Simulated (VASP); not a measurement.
Given:

```yaml
crystal:
  lattice:
    - [0.00000, 3.04381, 3.04381]
    - [3.04381, 0.00000, 3.04381]
    - [3.04381, 3.04381, 0.00000]
  atoms:
    - { symbol: Li, position: [0.25000, 0.25000, 0.25000] }
    - { symbol: Li, position: [0.75000, 0.75000, 0.75000] }
    - { symbol: Se, position: [0.00000, 0.00000, 0.00000] }
```

Computed with vdW-DF2, VASP's PBE PAW potentials (set 64) (plane waves; VASP). Run with 520 eV cut-off, Gaussian smearing of 0.050 eV, potentials Li_sv Se.

Question: What does the run give for the band gap (along the path) with the smallest direct gap where there is one?

Answer: 
```yaml
band gap (along the path): 3.16 eV
smallest direct gap (along the path): 3.34 eV
```

The absolute energy has meaning only against runs of the same code, potentials and settings.

The compound is Li2Se in the antifluorite structure. It was relaxed first.
